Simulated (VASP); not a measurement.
# BN (F-43m) in VASP: further runs, part 2 of 2

VASP 6.6.1. The steps go on from the part before.

## Step 3: Relaxation of cell and atoms, PBE+D3(BJ)

This run uses another cell than the first one, of 5.87 Å³/atom, 0.994 times its volume.

File INCAR:

```
SYSTEM = BN
ALGO = Normal ; EDIFF = 1E-7
EDIFFG = -0.002 ; ENCUT = 520
GGA = PE ; IBRION = 2
ISIF = 3 ; ISMEAR = 0
IVDW = 12 ; LASPH = .True.
LCHARG = .False. ; LREAL = .False.
LWAVE = .False. ; NELM = 80
NSW = 80 ; PREC = Accurate
SIGMA = 0.02
```

File KPOINTS:

```
k-points
0
Gamma
  14 14 14
  0 0 0
```

File POSCAR:

```
BN                                      
1.0
    0.0000000000      1.8036824258      1.8036824258
    1.8036824258      0.0000000000      1.8036824258
    1.8036824258      1.8036824258      0.0000000000
  B               N             
     1     1
Direct
     0.0000000000000000    0.0000000000000000    0.0000000000000000
     0.2500000000000000    0.2500000000000000    0.2500000000000000
```

Potentials or basis: VASP PAW PBE potentials, release 64 (B, N).

The run is started by

```console
$ cat potpaw_PBE.64/B/POTCAR potpaw_PBE.64/N/POTCAR > POTCAR
$ mpirun -np 1 vasp_std > vasp.out
```

OUTCAR:

```text
SYSTEM = BN
   EDIFF = 1E-7
   EDIFFG = -0.002
   ENCUT = 520
   GGA = PE
   IBRION = 2
   ISIF = 3
   ISMEAR = 0
   IVDW = 12
   LASPH = .True.
   LREAL = .False.
   NELM = 80
   NSW = 80
   PREC = Accurate
 IVDW          = 12

 ion  position               nearest neighbor table
   1  0.000  0.000  0.000-   2 1.56   2 1.56   2 1.56   2 1.56
   2  0.250  0.250  0.250-   1 1.56   1 1.56   1 1.56   1 1.56

  LATTYP: Found a face centered cubic cell.
 ALAT       =     3.6073648516

[... 456 lines left out ...]

 Edisp (eV)   -0.42103

 E8    (eV) :    -0.1244

  FORCE on cell =-STRESS in cart. coord.  units (eV):
  Direction    XX          YY          ZZ          XY          YZ          ZX
  --------------------------------------------------------------------------------------
  -------------------------------------------------------------------------------------
  Total       0.00080     0.00080     0.00080    -0.00000     0.00000     0.00000
  in kB       0.10893     0.10893     0.10893    -0.00000     0.00000     0.00000
  external pressure =        0.11 kB  Pullay stress =        0.00 kB

 VOLUME and BASIS-vectors are now :
 -----------------------------------------------------------------------------
  energy-cutoff  :      520.00
  volume of cell :       11.74
      direct lattice vectors                 reciprocal lattice vectors
     0.000000000  1.803682426  1.803682426    -0.277210662  0.277210662  0.277210662
     1.803682426  0.000000000  1.803682426     0.277210662 -0.277210662  0.277210662
     1.803682426  1.803682426  0.000000000     0.277210662  0.277210662 -0.277210662

 POSITION                                       TOTAL-FORCE (eV/Angst)
 -----------------------------------------------------------------------------------
      0.00000      0.00000      0.00000        -0.000000     -0.000000     -0.000000
      0.90184      0.90184      0.90184         0.000000      0.000000      0.000000
 -----------------------------------------------------------------------------------
    total drift:                                0.000000      0.000000      0.000000

  FREE ENERGIE OF THE ION-ELECTRON SYSTEM (eV)
  ---------------------------------------------------
  free  energy   TOTEN  =       -17.8685864888 eV

  energy  without entropy=      -17.8685864888  energy(sigma->0) =      -17.86858649

 reached required accuracy - stopping structural energy minimisation
```

OSZICAR:

```text
N       E                     dE             d eps       ncg     rms          rms(c)
DAV:   1     0.795477429340E+01    0.79548E+01   -0.52717E+03  1744   0.100E+03
DAV:   2    -0.182317929036E+02   -0.26187E+02   -0.25549E+02  2288   0.174E+02
DAV:   3    -0.184224267371E+02   -0.19063E+00   -0.19063E+00  1984   0.181E+01
DAV:   4    -0.184225816070E+02   -0.15487E-03   -0.15487E-03  2232   0.449E-01
DAV:   5    -0.184225816551E+02   -0.48133E-07   -0.48133E-07  1888   0.647E-03    0.674E+00
DAV:   6    -0.175376326123E+02    0.88495E+00   -0.34237E+00  2112   0.136E+01    0.332E+00
DAV:   7    -0.174620823546E+02    0.75550E-01   -0.98599E-02  2192   0.306E+00    0.192E+00
DAV:   8    -0.174472571124E+02    0.14825E-01   -0.41976E-02  1944   0.188E+00    0.197E-01
DAV:   9    -0.174474767732E+02   -0.21966E-03   -0.55324E-04  1744   0.257E-01    0.767E-02
DAV:  10    -0.174475511296E+02   -0.74356E-04   -0.13708E-04  2416   0.119E-01    0.155E-02
DAV:  11    -0.174475557619E+02   -0.46323E-05   -0.73015E-06  1848   0.268E-02    0.668E-03
DAV:  12    -0.174475557774E+02   -0.15452E-07   -0.12651E-06  2040   0.945E-03    0.462E-04
DAV:  13    -0.174475557997E+02   -0.22379E-07   -0.26588E-08   840   0.184E-03
   1 F= -.17868586E+02 E0= -.17868586E+02  d E =-.178686E+02
```

Wall time 7.2 s (1 thread of Intel Xeon Platinum 8488C (Sapphire Rapids), shared host); peak memory 0.13 GiB.

What came out:

```
Free energy                : -17.8686 eV
Pressure after relaxing    : 0.0 GPa
Band gap on the k mesh     : 4.47 eV, indirect (least direct gap 8.85 eV)
Dispersion energy per atom : -0.211 eV
```

Final structure:
```
B N
1.0
     0.00000    1.80368    1.80368
     1.80368    0.00000    1.80368
     1.80368    1.80368    0.00000
B N
1 1
Direct
  0.00000 0.00000 0.00000
  0.25000 0.25000 0.25000
```

Levels at points of the mesh, in eV from the valence-band top:
| k point | band 2 | band 3 | band 4 | band 5 | band 6 | band 7 |
| --- | --- | --- | --- | --- | --- | --- |
| (0.00, 0.00, 0.00) | 0.00 | 0.00 | 0.00 | 8.85 | 8.85 | 8.85 |
| (0.50, 0.00, 0.00) | -10.75 | -1.95 | -1.95 | 10.23 | 10.74 | 10.74 |
| (0.50, 0.50, 0.00) | -8.96 | -4.94 | -4.94 | 4.47 | 9.27 | 18.02 |

Caveat: the relaxation stopped at its first step, so nothing moved. As with any semilocal functional, this PBE gap is likely too small.
